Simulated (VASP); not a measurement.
Output of a VASP run:

### OUTCAR
```
 ion  position               nearest neighbor table
   1  0.000  0.000  0.000-
  LATTYP: Found a body centered cubic cell.
 ALAT       =     5.7134883752
 Subroutine PRICEL returns:
 Original cell was already a primitive cell.
 Subroutine GETGRP returns: Found 48 space group operations
The static configuration has the point symmetry O_h .
The dynamic configuration has the point symmetry O_h .
 Subroutine INISYM returns: Found 48 space group operations
 Subroutine IBZKPT returns following result:
 Found     29 irreducible k-points:

 Following reciprocal coordinates:
            Coordinates               Weight
  0.000000  0.000000  0.000000      1.000000
  0.125000  0.000000  0.000000     12.000000
  0.250000  0.000000  0.000000     12.000000
  0.375000  0.000000  0.000000     12.000000
  0.500000  0.000000  0.000000      6.000000
  0.125000  0.125000  0.000000     24.000000
  0.250000  0.125000  0.000000     48.000000
  0.375000  0.125000  0.000000     48.000000
  0.250000  0.250000  0.000000     24.000000
  0.375000  0.250000  0.000000     24.000000
  0.125000  0.125000  0.125000      8.000000
  0.250000  0.125000  0.125000     24.000000
  0.375000  0.125000  0.125000     12.000000
 -0.125000  0.125000  0.125000      6.000000
  0.250000  0.250000  0.125000     24.000000
 -0.250000  0.250000  0.125000     24.000000
 -0.375000  0.375000  0.125000     24.000000
 -0.250000  0.375000  0.125000     24.000000
  0.500000  0.500000  0.125000     12.000000
 -0.375000  0.500000  0.125000     48.000000
 -0.375000 -0.375000  0.125000      8.000000
  0.250000  0.250000  0.250000      2.000000
 -0.250000  0.250000  0.250000      6.000000
 -0.375000  0.375000  0.250000     24.000000
  0.500000  0.500000  0.250000     12.000000
 -0.375000  0.500000  0.250000     24.000000
 -0.375000  0.375000  0.375000      6.000000
  0.500000  0.500000  0.375000     12.000000
  0.500000  0.500000  0.500000      1.000000
   k-points           NKPTS =     29   k-points in BZ     NKDIM =     29   number of bands    NBANDS=      8
   number of dos      NEDOS =    301   number of ions     NIONS =      1
   total plane-waves  NPLWV =  64000
   dimension x,y,z NGX =    40 NGY =   40 NGZ =   40
   dimension x,y,z NGXF=    80 NGYF=   80 NGZF=   80
   ions per type =               1
   PREC   = accura    normal or accurate (medium, high low for compatibility)
   ISTART =      0    job   : 0-new  1-cont  2-samecut
   ICHARG =      2    charge: 1-file 2-atom 10-const
   ISPIN  =      1    spin polarized calculation?
   LNONCOLLINEAR =      F non collinear calculations
   LSORBIT =      F    spin-orbit coupling
   INIWAV =      1    electr: 0-lowe 1-rand  2-diag
   ENCUT  =  520.0 eV  38.22 Ry    6.18 a.u.   9.20  9.20  9.20*2*pi/ulx,y,z
   NELM   =    100;   NELMIN=  2; NELMDL= -5     # of ELM steps
   EDIFF  = 0.1E-05   stopping-criterion for ELM
   LREAL  =      F    real-space projection
   NLSPLINE    = F    spline interpolate recip. space projectors
   LMAXMIX     =    4 max onsite mixed and CHGCAR
   VOSKOWN=      0    Vosko Wilk Nusair interpolation
   EDIFFG = -.1E-01   stopping-criterion for IOM
   NSW    =     60    number of steps for IOM
   NBLOCK =      1;   KBLOCK =     60    inner block; outer block
   IBRION =      2    ionic relax: 0-MD 1-quasi-New 2-CG
   NFREE  =      1    steps in history (QN), initial steepest desc. (CG)
   ISIF   =      3    stress and relaxation
   ISYM   =      2    0-nonsym 1-usesym 2-fastsym
   TEIN   =    0.0    initial temperature
   TEBEG  =    0.0;   TEEND  =   0.0 temperature during run
   SMASS  =  -3.00    Nose mass-parameter (am)
   PSTRESS=    0.0 pullay stress
   NELECT =       9.0000    total number of electrons
   EFERMI =   0.00;   METHOD = LEGACY
   ISMEAR =     1;   SIGMA  =   0.10  broadening in eV -4-tet -1-fermi 0-gaus
   IALGO  =     38    algorithm
   LDIAG  =      T    sub-space diagonalisation (order eigenvalues)
...
```

### OSZICAR
```
       N       E                     dE             d eps       ncg     rms          rms(c)
DAV:   1     0.849958395605E+02    0.84996E+02   -0.34662E+03   888   0.214E+03
DAV:   2     0.255104261090E+02   -0.59485E+02   -0.58496E+02   720   0.277E+02
DAV:   3     0.131503887825E+02   -0.12360E+02   -0.12347E+02   776   0.262E+02
DAV:   4     0.126166763097E+02   -0.53371E+00   -0.53373E+00   744   0.555E+01
DAV:   5     0.125638160074E+02   -0.52860E-01   -0.52865E-01   840   0.219E+01    0.306E+00
DAV:   6     0.787623152784E+01   -0.46876E+01   -0.13312E+01   720   0.376E+01    0.129E+00
DAV:   7     0.807142288331E+01    0.19519E+00   -0.17126E-01   784   0.457E+00    0.900E-01
DAV:   8     0.802594970572E+01   -0.45473E-01   -0.12205E-01   672   0.393E+00    0.403E-01
DAV:   9     0.808353669152E+01    0.57587E-01   -0.59074E-02   544   0.334E+00    0.220E-01
DAV:  10     0.808430782651E+01    0.77113E-03   -0.11549E-03   784   0.197E-01    0.233E-01
DAV:  11     0.808622399400E+01    0.19162E-02   -0.44662E-04   544   0.241E-01    0.192E-01
DAV:  12     0.808583402668E+01   -0.38997E-03   -0.10302E-02   480   0.135E+00    0.847E-02
DAV:  13     0.808686055457E+01    0.10265E-02   -0.22542E-03   472   0.407E-01    0.884E-02
DAV:  14     0.809133557524E+01    0.44750E-02   -0.11787E-03   512   0.362E-01    0.792E-02
DAV:  15     0.808579329907E+01   -0.55423E-02   -0.12422E-03   480   0.357E-01    0.494E-02
DAV:  16     0.808555914880E+01   -0.23415E-03   -0.23084E-05   664   0.509E-02    0.365E-02
DAV:  17     0.808499238076E+01   -0.56677E-03   -0.14656E-04   480   0.123E-01    0.131E-02
DAV:  18     0.808483579927E+01   -0.15658E-03   -0.62880E-05   512   0.677E-02    0.570E-03
DAV:  19     0.808482958497E+01   -0.62143E-05   -0.10264E-05   552   0.257E-02    0.257E-03
DAV:  20     0.808482798138E+01   -0.16036E-05   -0.23065E-06   512   0.120E-02    0.226E-03
DAV:  21     0.808482826467E+01    0.28329E-06   -0.48330E-07   616   0.900E-03
   1 F= 0.80848283E+01 E0= 0.80853007E+01  d E =0.808483E+01
```

### OUTCAR
```
------------------------ aborting loop because EDIFF is reached ----------------------------------------
  FORCE on cell =-STRESS in cart. coord.  units (eV):
  Direction    XX          YY          ZZ          XY          YZ          ZX
  --------------------------------------------------------------------------------------
  Total        0.0019800      0.0019800      0.0019800     -0.0000000      0.0000000     -0.0000000
  in kB        0.0340173      0.0340173      0.0340173     -0.0000000      0.0000000     -0.0000000
  external PRESSURE =       0.0340173 kB  Pullay stress =       0.0000000 kB
  volume of cell :       93.26
      direct lattice vectors                 reciprocal lattice vectors
    -2.856744188  2.856744188  2.856744188     0.000000000  0.175024422  0.175024422
     2.856744188 -2.856744188  2.856744188     0.175024422  0.000000000  0.175024422
     2.856744188  2.856744188 -2.856744188     0.175024422  0.175024422  0.000000000
 POSITION                                       TOTAL-FORCE (eV/Angst)
 -----------------------------------------------------------------------------------
      0.00000      0.00000      0.00000         0.000000      0.000000      0.000000
 -----------------------------------------------------------------------------------
    total drift:                                0.000000      0.000000     -0.000000
  FREE ENERGIE OF THE ION-ELECTRON SYSTEM (eV)
  ---------------------------------------------------
  free  energy   TOTEN  =         8.0848282647 eV

  energy  without entropy=        8.0862455462  energy(sigma->0) =        8.08530069

 reached required accuracy - stopping structural energy minimisation
```
(Selected blocks of OUTCAR.)

POSCAR:
```
Rb
1
   -2.8567441876     2.8567441876     2.8567441876
    2.8567441876    -2.8567441876     2.8567441876
    2.8567441876     2.8567441876    -2.8567441876
Rb
1
Direct
  0.0000000000   0.0000000000   0.0000000000
```

Reconstruct the remaining input files.

This is not unique; one that fits is the input of the run itself, revTPSS meta-GGA, plane waves, VASP's PBE PAW potentials (set 64).

INCAR:
```
ALGO = Normal
EDIFF = 1E-6
EDIFFG = -0.01
ENCUT = 520
IBRION = 2
ISIF = 3
ISMEAR = 1
LASPH = .TRUE.
LCHARG = .FALSE.
LMAXMIX = 4
LMIXTAU = .TRUE.
LREAL = .FALSE.
LWAVE = .FALSE.
METAGGA = RTPSS
NELM = 100
NSW = 60
PREC = Accurate
SIGMA = 0.1
SYSTEM = Rb
```

KPOINTS:
```
Automatic mesh
0
Gamma
8 8 8
0 0 0
```

POTCAR, in this order: Rb_sv (PBE.64 set). Program: vasp_std.

The compound is Rb in the bcc structure. It was relaxed first. The start is the result of an earlier pass.
